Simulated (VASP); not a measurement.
Level of theory: PBEsol GGA, VASP's PBE PAW potentials (set 64) (plane waves; VASP 6.6.1).

VASP input:

### KPOINTS
```
Automatic mesh
0
Gamma
9 9 3
0 0 0
```

### INCAR
```
ALGO  =  Normal
EDIFF  =  1E-6
EDIFFG  =  -0.02
ENCUT  =  520
GGA  =  PS
IBRION  =  2
ISIF  =  3
ISMEAR  =  1
LASPH  =  .True.
LCHARG  =  .False.
LMAXMIX  =  4
LREAL  =  .False.
LWAVE  =  .False.
NELM  =  100
NSW  =  60
PREC  =  Accurate
SIGMA  =  0.1
SYSTEM  =  Ga3As4B
```

File POSCAR:
```
Ga3As4B
1.0
  0.0000000000   2.7322817685   2.7322817685
  2.7322817685   0.0000000000   2.7322817685
 10.9472194387  10.9472194387  -0.0180923648
Ga As B
3 4 1
Cartesian
 10.8608163959  10.8608163959   0.0683106775
  2.7363485189   2.7363485189  -0.0040667501
  8.2916265425   8.2916265425   5.3697823005
  1.3343834802   1.3343834802   1.3978982889
  4.1583273578   4.1583273578   1.3062361792
  6.9829711175   6.9829711175   1.2138741882
  9.4469097538   9.4469097538   1.4822173201
  8.1788629852   8.1788629852   0.0179823199
```

POTCAR, in this order: Ga_d As B (PBE.64 set). Program: vasp_std.

Output of the run:

### OSZICAR
```
       N       E                     dE             d eps       ncg     rms          rms(c)
DAV:   1     0.518975556818E+03    0.51898E+03   -0.28083E+04  4373   0.226E+03
DAV:   2     0.402737461343E+02   -0.47870E+03   -0.46537E+03  4587   0.567E+02
DAV:   3    -0.349185424709E+02   -0.75192E+02   -0.71976E+02  5097   0.163E+02
DAV:   4    -0.390338970055E+02   -0.41154E+01   -0.40825E+01  5258   0.383E+01
DAV:   5    -0.391437950691E+02   -0.10990E+00   -0.10953E+00  5307   0.606E+00    0.636E+00
DAV:   6    -0.384339750368E+02    0.70982E+00   -0.13395E+00  5913   0.137E+01    0.358E+00
DAV:   7    -0.382885254393E+02    0.14545E+00   -0.62830E-01  5050   0.423E+00    0.973E-01
DAV:   8    -0.382874985288E+02    0.10269E-02   -0.10467E-01  5283   0.312E+00    0.417E-01
DAV:   9    -0.382875458784E+02   -0.47350E-04   -0.70300E-03  5419   0.786E-01    0.240E-01
DAV:  10    -0.382876462926E+02   -0.10041E-03   -0.21648E-03  5580   0.380E-01    0.690E-02
DAV:  11    -0.382877612012E+02   -0.11491E-03   -0.36589E-04  5064   0.284E-01    0.201E-02
DAV:  12    -0.382877859508E+02   -0.24750E-04   -0.64379E-05  5737   0.102E-01    0.142E-02
DAV:  13    -0.382877899370E+02   -0.39861E-05   -0.12931E-05  4966   0.457E-02    0.499E-03
DAV:  14    -0.382877904054E+02   -0.46844E-06   -0.26654E-06  4057   0.220E-02
   1 F= -.38287790E+02 E0= -.38287749E+02  d E =-.382878E+02
       N       E                     dE             d eps       ncg     rms          rms(c)
DAV:   1    -0.382989764439E+02   -0.11187E-01   -0.22758E-01  5575   0.458E+00    0.613E-01
DAV:   2    -0.382920400631E+02    0.69364E-02   -0.32631E-02  5708   0.250E+00    0.303E-01
DAV:   3    -0.382892571890E+02    0.27829E-02   -0.50930E-03  5580   0.675E-01    0.756E-02
DAV:   4    -0.382892036920E+02    0.53497E-04   -0.18361E-03  4721   0.358E-01    0.217E-02
DAV:   5    -0.382892013044E+02    0.23876E-05   -0.18219E-04  5543   0.168E-01    0.995E-03
DAV:   6    -0.382891984392E+02    0.28653E-05   -0.45782E-05  5634   0.930E-02    0.410E-03
DAV:   7    -0.382891990710E+02   -0.63187E-06   -0.96326E-06  5046   0.362E-02
   2 F= -.38289199E+02 E0= -.38289161E+02  d E =-.140867E-02
       N       E                     dE             d eps       ncg     rms          rms(c)
DAV:   1    -0.382892294474E+02   -0.31008E-04   -0.57476E-04  5615   0.236E-01    0.305E-02
DAV:   2    -0.382892119440E+02    0.17503E-04   -0.81343E-05  5748   0.123E-01    0.152E-02
DAV:   3    -0.382892046319E+02    0.73121E-05   -0.13074E-05  5538   0.342E-02    0.368E-03
DAV:   4    -0.382892043392E+02    0.29262E-06   -0.44180E-06  4164   0.186E-02
   3 F= -.38289204E+02 E0= -.38289166E+02  d E =-.141393E-02
       N       E                     dE             d eps       ncg     rms          rms(c)
DAV:   1    -0.382902029738E+02   -0.99834E-03   -0.58426E-02  5165   0.154E+00    0.166E-01
DAV:   2    -0.382898115107E+02    0.39146E-03   -0.34314E-03  6108   0.669E-01    0.869E-02
DAV:   3    -0.382895958149E+02    0.21570E-03   -0.56196E-04  6543   0.209E-01    0.212E-02
DAV:   4    -0.382895952892E+02    0.52569E-06   -0.13276E-04  4712   0.107E-01    0.849E-03
DAV:   5    -0.382895949586E+02    0.33056E-06   -0.12927E-05  5306   0.557E-02    0.519E-03
DAV:   6    -0.382895947284E+02    0.23024E-06   -0.29317E-06  3748   0.374E-02
   4 F= -.38289595E+02 E0= -.38289558E+02  d E =-.390389E-03
       N       E                     dE             d eps       ncg     rms          rms(c)
DAV:   1    -0.382897312211E+02   -0.13626E-03   -0.10184E-02  5170   0.640E-01    0.698E-02
DAV:   2    -0.382896630491E+02    0.68172E-04   -0.61540E-04  6084   0.283E-01    0.362E-02
DAV:   3    -0.382896256753E+02    0.37374E-04   -0.99430E-05  6551   0.855E-02    0.909E-03
DAV:   4    -0.382896253535E+02    0.32180E-06   -0.22887E-05  4741   0.451E-02    0.367E-03
DAV:   5    -0.382896252916E+02    0.61885E-07   -0.23296E-06  3714   0.250E-02
   5 F= -.38289625E+02 E0= -.38289589E+02  d E =-.420952E-03
       N       E                     dE             d eps       ncg     rms          rms(c)
DAV:   1    -0.382896290570E+02   -0.37035E-05   -0.39953E-04  5174   0.127E-01    0.135E-02
DAV:   2    -0.382896266669E+02    0.23902E-05   -0.23248E-05  5836   0.563E-02    0.706E-03
DAV:   3    -0.382896253804E+02    0.12864E-05   -0.33560E-06  4070   0.203E-02    0.171E-03
DAV:   4    -0.382896254376E+02   -0.57201E-07   -0.12028E-06  2401   0.173E-02
   6 F= -.38289625E+02 E0= -.38289589E+02  d E =-.421098E-03
       N       E                     dE             d eps       ncg     rms          rms(c)
DAV:   1    -0.382896266334E+02   -0.12530E-05   -0.65324E-05  5176   0.525E-02    0.570E-03
DAV:   2    -0.382896260701E+02    0.56334E-06   -0.37311E-06  3544   0.230E-02
   7 F= -.38289626E+02 E0= -.38289590E+02  d E =-.421731E-03
       N       E                     dE             d eps       ncg     rms          rms(c)
DAV:   1    -0.382896933468E+02   -0.66713E-04   -0.52331E-03  4475   0.437E-01    0.387E-02
DAV:   2    -0.382896853932E+02    0.79535E-05   -0.31804E-04  5837   0.169E-01    0.199E-02
DAV:   3    -0.382896756469E+02    0.97464E-05   -0.35505E-05  6623   0.510E-02    0.658E-03
DAV:   4    -0.382896753164E+02    0.33050E-06   -0.84842E-06  4817   0.261E-02
   8 F= -.38289675E+02 E0= -.38289637E+02  d E =-.492463E-04
```

File OUTCAR:
```
------------------------ aborting loop because EDIFF is reached ----------------------------------------
  FORCE on cell =-STRESS in cart. coord.  units (eV):
  Direction    XX          YY          ZZ          XY          YZ          ZX
  --------------------------------------------------------------------------------------
  Total        0.0073731      0.0073731      0.0073731     -0.0158667      0.0158667      0.0158667
  in kB        0.0724027      0.0724027      0.0724027     -0.1558093      0.1558093      0.1558093
  external PRESSURE =       0.0724027 kB  Pullay stress =       0.0000000 kB
  volume of cell :      163.16
      direct lattice vectors                 reciprocal lattice vectors
    -0.000000000  2.724636352  2.724636352    -0.183007374  0.184014081  0.183007374
     2.724636352 -0.000000000  2.724636352     0.184014081 -0.183007374  0.183007374
    10.958828932 10.958828932 -0.060283526     0.045500167  0.045500167 -0.045500167
 POSITION                                       TOTAL-FORCE (eV/Angst)
 -----------------------------------------------------------------------------------
     10.86838     10.86838      0.03016        -0.006049     -0.006049      0.006049
      2.73863      2.73863     -0.01399         0.000906      0.000906     -0.000906
      8.29060      8.29060      5.33259         0.003190      0.003190     -0.003190
      1.33359      1.33359      1.39105        -0.002355     -0.002355      0.002355
      4.16246      4.16246      1.28681         0.003734      0.003734     -0.003734
      6.99111      6.99111      1.18280         0.003896      0.003896     -0.003896
      9.45451      9.45451      1.44404        -0.003159     -0.003159      0.003159
      8.18502      8.18502     -0.01111        -0.000163     -0.000163      0.000163
 -----------------------------------------------------------------------------------
    total drift:                               -0.000015     -0.000015      0.000019
  FREE ENERGIE OF THE ION-ELECTRON SYSTEM (eV)
  ---------------------------------------------------
  free  energy   TOTEN  =       -38.2896753164 eV

  energy  without entropy=      -38.2895590373  energy(sigma->0) =      -38.28963656

 reached required accuracy - stopping structural energy minimisation
```
(Selected blocks of OUTCAR.)

File CONTCAR:
```
Ga3As4B
   1.00000000000000
    -0.0000000000000371    2.7246363515462710    2.7246363515463452
     2.7246363515462710   -0.0000000000000371    2.7246363515463452
    10.9588289316583190   10.9588289316583190   -0.0602835255731032
  Ga              As              B
     3     4     1
Direct
     0.0164613394147796    0.0164613394147796    0.9876539953889162
     0.0001968367412566    0.0001968367412566    0.2498523724690544
     0.9842487915270204    0.9842487915270204    0.5118134064047319
     0.2559141258793389    0.2559141258793389    0.0580644056404932
     0.2396865162404651    0.2396865162404651    0.3202351128196476
     0.2234986349996244    0.2234986349996244    0.5823760237752769
     0.2737879082333612    0.2737879082333612    0.7946590688249755
     0.0062058470641484    0.0062058470641484    0.7453456146768900
```

### OUTCAR
```
 val. band max:        4.4143444232   @ k =   0.0000   0.0000   0.0000

 cond. band min:       4.4293226048   @ k =   0.0000   0.0000   0.0000


 Fermi energy:         4.4223592874

 k-point     1 :       0.0000    0.0000    0.0000
  band No.  band energies     occupation
      1     -10.7159      2.00000
      2     -10.6686      2.00000
      3     -10.6460      2.00000
      4     -10.6460      2.00000
      5     -10.6227      2.00000
      6     -10.6227      2.00000
      7     -10.5636      2.00000
      8     -10.5636      2.00000
      9     -10.5626      2.00000
     10     -10.5427      2.00000
     11     -10.5427      2.00000
     12     -10.5160      2.00000
     13     -10.5160      2.00000
     14     -10.4330      2.00000
     15     -10.4330      2.00000
     16      -9.1554      2.00000
     17      -8.3840      2.00000
     18      -8.1484      2.00000
     19      -7.0244      2.00000
     20      -3.0411      2.00000
     21      -0.5094      2.00000
     22      -0.0030      2.00000
     23       2.3717      2.00000
     24       2.3717      2.00000
     25       3.5591      2.00000
     26       3.5591      2.00000
     27       3.7946      2.00000
     28       3.7946      2.00000
     29       3.9240      2.00000
     30       4.4143      1.13519
     31       4.4143      1.13517
     32       4.4293      0.88246
     33       5.5102     -0.00000
     34       6.0749     -0.00000
     35       6.4002     -0.00000
     36       7.2418      0.00000
     37       7.2418      0.00000

 k-point     2 :       0.1111    0.0000   -0.0000
  band No.  band energies     occupation
      1     -10.7214      2.00000
      2     -10.6776      2.00000
      3     -10.6489      2.00000
      4     -10.6421      2.00000
      5     -10.6240      2.00000
      6     -10.6183      2.00000
      7     -10.5676      2.00000
      8     -10.5632      2.00000
      9     -10.5625      2.00000
     10     -10.5434      2.00000
     11     -10.5418      2.00000
...
```

The structure was generated: Ga3As4B was put into an ordered model structure (R3m), which need not be its known phase. This run relaxes it. Symmetry was kept, so distortions that lower it aren't found. The start is the result of an earlier pass.
